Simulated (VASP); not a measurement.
The input files of a VASP run:

**KPOINTS**
```
Automatic mesh
0
M
3 3 2
0 0 0
```

File POSCAR:
```
Tc
1
    1.3790380000    -2.3367110000     0.0000000000
    1.3790380000     2.3367110000     0.0000000000
    0.0000000000     0.0000000000     4.3470930000
Tc
2
Direct
  0.3333330000   0.6666670000   0.2500000000
  0.6767050000   0.3433710000   0.7500000000
```

### INCAR
```
! general
SYSTEM  = Tc
PREC    = Accurate
ENCUT   = 400
LREAL   = .FALSE.
LASPH   = .TRUE.

! electronic loop
EDIFF   = 1E-6
NELM    = 100
ALGO    = Normal
LMAXMIX = 4

! smearing
ISMEAR  = 1
SIGMA   = 0.1

! functional
GGA     = PE

! ions
ISIF    = 2

! output
LWAVE   = .FALSE.
LCHARG  = .FALSE.
```

POTCAR, in this order: Tc_pv (PBE.64 set). Program: vasp_std.

Write an equivalent input for Quantum ESPRESSO's pw.x.

One equivalent input (not run):
```
&CONTROL
  calculation = 'scf'
  pseudo_dir = './pseudo'
  outdir = './out'
  tprnfor = .true.
  tstress = .true.
/
&SYSTEM
  ibrav = 0
  nat = 2
  ntyp = 1
  ecutwfc = 84
  occupations = 'smearing'
  smearing = 'methfessel-paxton'
  degauss = 0.00735
  input_dft = 'pbe'
/
&ELECTRONS
  conv_thr = 7.3e-08
  electron_maxstep = 100
/
ATOMIC_SPECIES
  Tc 97.907 Tc.upf
CELL_PARAMETERS angstrom
     1.3790380   -2.3367110    0.0000000
     1.3790380    2.3367110    0.0000000
     0.0000000    0.0000000    4.3470930
ATOMIC_POSITIONS crystal
  Tc   0.3333330  0.6666670  0.2500000
  Tc   0.6767050  0.3433710  0.7500000
K_POINTS automatic
  3 3 2 0 0 1
```
What does not carry over: the potentials are each code's own (VASP's PAW set, PseudoDojo norm-conserving files in pw.x), so ENCUT and ecutwfc are chosen apart and not converted; conv_thr bounds pw.x's estimated SCF error, while EDIFF bounds the energy change between steps; an even Monkhorst-Pack mesh in KPOINTS is the half-step-shifted mesh of pw.x.

The compound is Tc in the hcp structure. The cell was not relaxed at this level, atoms are displaced from their ideal sites. The k-mesh is coarse (spacing up to 0.88 per Å, 2π included), so the numbers may not be converged in it. The run is one of a series of settings (KPOINTS 3×3×2 Monkhorst-Pack mesh against the base run), some of them coarse on purpose.
